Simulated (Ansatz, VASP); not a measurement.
# CuPd: VASP beside Ansatz

```
Cu Pd
1.0
     2.92973    0.00000    0.00000
     0.00000    2.92973    0.00000
     0.00000    0.00000    2.92973
Cu Pd
1 1
Cartesian
  0.0000 0.0000 0.0000
  1.4649 1.4649 1.4649
```

Alike in both runs: task single point; functional LDA; k mesh 16 × 16 × 16; occupations gaussian, width 0.15 eV; no spin polarisation.

```csv
,VASP,Ansatz
version,VASP 6.6.1,Ansatz 0.2.0
potentials or method,"VASP PAW LDA potentials, release 64 (Cu, Pd)","scalar-relativistic, plane waves, PAW"
plane-wave cutoff (eV),520,520
valence electrons in the cell,21,37
```

```csv
,VASP,Ansatz,Ansatz less VASP
gap on the k mesh at the Fermi level (eV),none,none,-
pressure (GPa),0.6,0.0,-0.64
```

A gap of «none» marks a metal or a gap that the smearing closes. The two sets of potentials don't hold the same shells in valence.
